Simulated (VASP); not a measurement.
OSZICAR of a VASP run on PdIn (CsCl type):

OSZICAR:
```
       N       E                     dE             d eps       ncg     rms          rms(c)
DAV:   1     0.168151740188E+03    0.16815E+03   -0.11344E+04  1701   0.194E+03
DAV:   2     0.438308311447E+01   -0.16377E+03   -0.15963E+03  1764   0.409E+02
DAV:   3    -0.345448308786E+01   -0.78376E+01   -0.77256E+01  2051   0.959E+01
DAV:   4    -0.359648919370E+01   -0.14201E+00   -0.14197E+00  2075   0.122E+01
DAV:   5    -0.360302338480E+01   -0.65342E-02   -0.65340E-02  2497   0.239E+00    0.528E+00
DAV:   6    -0.343666031920E+01    0.16636E+00   -0.45106E-01  1974   0.982E+00    0.238E+00
DAV:   7    -0.340495500230E+01    0.31705E-01   -0.74006E-02  2294   0.469E+00    0.120E+00
DAV:   8    -0.339778101461E+01    0.71740E-02   -0.22872E-02  1939   0.148E+00    0.364E-01
DAV:   9    -0.339699700608E+01    0.78401E-03   -0.17887E-03  2149   0.738E-01    0.617E-02
DAV:  10    -0.339699797729E+01   -0.97121E-06   -0.44783E-05  2300   0.957E-02    0.275E-02
DAV:  11    -0.339699879690E+01   -0.81961E-06   -0.58490E-06  1968   0.256E-02    0.448E-03
DAV:  12    -0.339699910741E+01   -0.31051E-06   -0.35468E-07  2064   0.659E-03    0.218E-03
DAV:  13    -0.339699901547E+01    0.91944E-07   -0.41203E-08  1064   0.250E-03
   1 F= -.33969990E+01 E0= -.33964009E+01  d E =-.179422E-02
```

**Question.** Which electronic solver shows in the log?

**Answer.** It is blocked Davidson (ALGO = Normal, or the opening steps of other solvers). The INCAR had ALGO = Normal.

**Question.** Can the final energy be trusted as converged?

**Answer.** The calculation finished and met its thresholds. It stopped with EDIFF = 1E-7, NELM = 100 (rev-vdW-DF2, plane waves, VASP's PBE PAW potentials (set 64)).

The compound is PdIn in the CsCl type structure. This cell is one point of a volume scan, at 1.06 of the reference volume. The electron count is odd and the run is not spin-polarised, which forces a metal.
